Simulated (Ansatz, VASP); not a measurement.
Two plane-wave programs on YAl7

Contents of INCAR:

```
SYSTEM = YAl7
ALGO = Fast ; EDIFF = 1E-6
ENCUT = 520 ; GGA = PE
ISIF = 2 ; ISMEAR = 0
LASPH = .TRUE. ; LCHARG = .TRUE.
LELF = .TRUE. ; LREAL = Auto
LVHAR = .TRUE. ; LWAVE = .FALSE.
NBANDS = 46 ; NELM = 100
PREC = Accurate ; SIGMA = 0.1
```

KPOINTS

```
k-points
0
G
  5 5 6
  0 0 0
```

Contents of POSCAR:

```
YAl7
1.0
    6.5792560000     -0.2106350000      0.0085620000
   -0.1952950000      7.5427110000     -0.1645270000
    0.0092940000     -0.1888160000      6.0207420000
Al Y
14 2
Direct
    0.6907992832      0.1536262309      0.7128869822
    0.9671851080      0.3603706748      0.4415501795
    0.5030703789      0.8504856393      0.4671428272
    0.6975309720      0.6162997198      0.1872700564
    0.9712069841      0.3638611564      0.9649872943
    0.8887995786      0.9164738080      0.9636002327
    0.6424993046      0.1614604533      0.2199341526
    0.4996183693      0.8536509153      0.9370257453
    0.7459227756      0.6082709146      0.6802902458
    0.8852501139      0.9191055117      0.4334880148
    0.4170552137      0.4054365245      0.9357217738
    0.1707867346      0.6457084844      0.7021118812
    0.4211343332      0.4091396144      0.4586772285
    0.2178746340      0.1235529366      0.1982715935
    0.2195824018      0.0761840970      0.6983420265
    0.1687169232      0.6934381714      0.2021102805
```

Input for Ansatz:

```yaml
crystal:
  lattice:
    - [6.579256, -0.210635, 0.008562]
    - [-0.195295, 7.542711, -0.164527]
    - [0.009294, -0.188816, 6.020742]
  atoms:
    - { symbol: Al, position: [0.6907992832, 0.1536262309, 0.7128869822] }
    - { symbol: Al, position: [0.967185108, 0.3603706748, 0.4415501795] }
    - { symbol: Al, position: [0.5030703789, 0.8504856393, 0.4671428272] }
    - { symbol: Al, position: [0.697530972, 0.6162997198, 0.1872700564] }
    - { symbol: Al, position: [0.9712069841, 0.3638611564, 0.9649872943] }
    - { symbol: Al, position: [0.8887995786, 0.916473808, 0.9636002327] }
    - { symbol: Al, position: [0.6424993046, 0.1614604533, 0.2199341526] }
    - { symbol: Al, position: [0.4996183693, 0.8536509153, 0.9370257453] }
    - { symbol: Al, position: [0.7459227756, 0.6082709146, 0.6802902458] }
    - { symbol: Al, position: [0.8852501139, 0.9191055117, 0.4334880148] }
    - { symbol: Al, position: [0.4170552137, 0.4054365245, 0.9357217738] }
    - { symbol: Al, position: [0.1707867346, 0.6457084844, 0.7021118812] }
    - { symbol: Al, position: [0.4211343332, 0.4091396144, 0.4586772285] }
    - { symbol: Al, position: [0.217874634, 0.1235529366, 0.1982715935] }
    - { symbol: "Y", position: [0.2195824018, 0.076184097, 0.6983420265] }
    - { symbol: "Y", position: [0.1687169232, 0.6934381714, 0.2021102805] }
basis:
  ecutwfc: 420
kpoints:
  mp_grid: { grid: [5, 5, 6] }
hamiltonian:
  xc: pbe
scf:
  occupations: { method: gaussian, width: 0.1 }
  n_extra_bands: 8
output:
  forces: true
  stress: true
  eigenvalues: true
  populations: true
  dos:
    method: { smearing: { sigma: 0.1, scheme: gaussian } }
    projected: true
    de: 0.02
  write_density: true
  write_potential: true
  elf: true
  volumetric_format: npy
```

Alike in both runs: task single point; functional PBE; k mesh 5 × 5 × 6; occupations gaussian, width 0.1 eV; no spin polarisation.

```csv
,VASP,Ansatz
version,VASP 6.6.1,Ansatz 0.2.0
potentials or method,"VASP PAW PBE potentials, release 64 (Al, Y_sv)","scalar-relativistic, plane waves, PAW"
plane-wave cutoff (eV),520,420
valence electrons in the cell,64,64
```

Ansatz gave:

| Item | Value |
| --- | --- |
| gap on the k mesh at the Fermi level (eV) | none |
| rms of the force components (eV/Å) | 0.091 |

Question: What did VASP give for the same quantities?

Answer: gap on the k mesh at the Fermi level (eV): none; rms of the force components (eV/Å): 0.092.

Atom by atom the forces differ by 0.002 eV/Å (rms over components). A gap of «none» marks a metal or a gap that the smearing closes. The functional is the same, so the differences come from potentials, cutoffs and numerics.
